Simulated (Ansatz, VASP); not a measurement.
Two plane-wave programs on Al7C

```xyz
8
Lattice="0.0000 3.9325 3.9325 3.9325 0.0000 3.9325 3.9325 3.9325 0.0000" Properties=species:S:1:pos:R:3 pbc="T T T"
Al    3.9325    3.9325    3.9325
Al    0.0000    1.9662    1.9662
Al    1.9662    3.9325    1.9662
Al    3.9325    1.9662    1.9662
Al    1.9662    0.0000    1.9662
Al    1.9662    1.9662    3.9325
Al    1.9662    1.9662    0.0000
C     0.0000    0.0000    0.0000
```

Change from the starting cell: species swapped into the CuPt7 type (Fm-3m, No. 225).

Alike in both runs: functional PBE; k mesh 4 × 4 × 4; occupations gaussian, width 0.1 eV; no spin polarisation.

Ansatz relaxed the structure, and its values are those at the end. VASP's run is a single point on that final structure, the one shown.

|  | VASP | Ansatz |
| --- | --- | --- |
| version | VASP 6.6.1 | Ansatz 0.2.0 |
| potentials or method | VASP PAW PBE potentials, release 64 (Al, C) | scalar-relativistic, plane waves, PAW |
| plane-wave cutoff (eV) | 520 | 420 |
| valence electrons in the cell | 25 | 25 |

```tsv
	VASP	Ansatz	Ansatz less VASP
gap on the k mesh at the Fermi level (eV)	none	none	-
pressure (GPa)	0.0	0.0	+0.03
```

A gap of «none» marks a metal or a gap that the smearing closes.
